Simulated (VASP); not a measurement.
Wanted: the native input for a VASP 6.6.1 run.

- Task: single point
- Functional: PBEsol
- Potentials or basis: VASP PAW PBE potentials, release 64 (Ca_sv, Pd, Hg)
- Cutoff: 520 eV
- k mesh: 3 × 3 × 3, shifted
- Occupations: fermi-dirac, width 0.1 eV
- Spin: no spin polarisation
- Dipole correction: no
- Further INCAR settings: LREAL = Auto; ALGO = Fast; EDIFF = 1e-06; NBANDS = 102

The structure of CaHg4Pd3 lies in POSCAR:

```
CaHg4Pd3
1.0
    6.7349200000     -0.0329140000      0.0514610000
   -0.0329140000      6.7998690000      0.0879820000
    0.0514610000      0.0879820000      6.9851200000
Ca Pd Hg
2 6 8
Direct
    0.9862900000      0.0186940000      0.9954890000
    0.5159210000      0.5263120000      0.5004240000
    0.2655250000      0.0002830000      0.4962520000
    0.4717010000      0.7430190000      0.0225590000
    0.7871440000      0.0072130000      0.4968230000
    0.5240970000      0.2446110000      0.9616070000
    0.0230900000      0.4836450000      0.7415880000
    0.0130090000      0.4846980000      0.2579710000
    0.2480120000      0.2293610000      0.2521690000
    0.2587050000      0.7446560000      0.7772800000
    0.7490570000      0.7311210000      0.2648720000
    0.7278310000      0.2570550000      0.7370690000
    0.8031530000      0.7769570000      0.7601280000
    0.7615620000      0.2344900000      0.2520770000
    0.2628350000      0.2215220000      0.7431270000
    0.2560330000      0.7641520000      0.2683780000
```

The cell was built by a generator and needn't be a form met in nature.

The input as run:

INCAR

```
PREC = Accurate ; ENCUT = 520
EDIFF = 1E-6 ; ISMEAR = -1
SIGMA = 0.1 ; LREAL = Auto
LASPH = T ; NELM = 80
ALGO = Fast ; ISIF = 2
LWAVE = F ; LCHARG = T
GGA = PS ; LELF = T
LVHAR = T ; NBANDS = 102
```

KPOINTS

```
Automatic mesh
0
Gamma
  3 3 3
  0 0 0.5
```

Potentials or basis: VASP PAW PBE potentials, release 64 (Ca_sv, Pd, Hg).

Command:

```sh
$ cat potpaw_PBE.64/Ca_sv/POTCAR potpaw_PBE.64/Pd/POTCAR potpaw_PBE.64/Hg/POTCAR > POTCAR
$ mpirun -np 1 vasp_std > vasp.out
```

It gave:

```
Pressure               : 33.8 GPa
Largest force          : 14.111 eV/Å
Band gap on the k mesh : none (metal or under the smearing width)
```

Caveat: a pressure of tens of GPa on the cell as given is suspect, and the run, the potentials or the cell itself is likely at fault; the PAW data sets were made with another functional, which shifts forces and pressure a little.

Wall time 13 min on 1 thread of Intel(R) Xeon(R) 6975P-C (Granite Rapids) (shared host), peak memory 0.54 GiB.
